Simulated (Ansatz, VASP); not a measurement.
**Two plane-wave programs on CuF**

```
Cu F
1.0
     3.60865    0.00000    0.00000
    -1.80433    3.12519    0.00000
     0.00000    0.00000    5.08252
Cu F
2 2
Direct
  0.33333 0.66667 0.25000
  0.66667 0.33333 0.75000
  0.66667 0.33333 0.25000
  0.33333 0.66667 0.75000
```

Change from the starting cell: biaxial_xy strain +2.9%.

Alike in both runs: task single point; functional PBE; k mesh 12 × 12 × 6; occupations fermi-dirac, width 0.02 eV; no spin polarisation.

|  | VASP | Ansatz |
| --- | --- | --- |
| version | VASP 6.6.1 | Ansatz 0.2.0 |
| potentials or method | VASP PAW PBE potentials, release 64 (Cu, F) | plane waves, PAW |
| plane-wave cutoff (eV) | 520 | 420 |
| valence electrons in the cell | 36 | 52 |

VASP gave:

```
pressure (GPa)                                  : -0.9
largest component of the traceless stress (GPa) : 1.54
```

What did Ansatz give for the same quantities?

Pressure (GPa): -0.3; largest component of the traceless stress (GPa): 1.78.

The functional is the same, so the differences come from potentials, cutoffs and numerics. The two sets of potentials don't hold the same shells in valence.

Caveats: the run has no spin polarisation, though such a crystal can be magnetic.
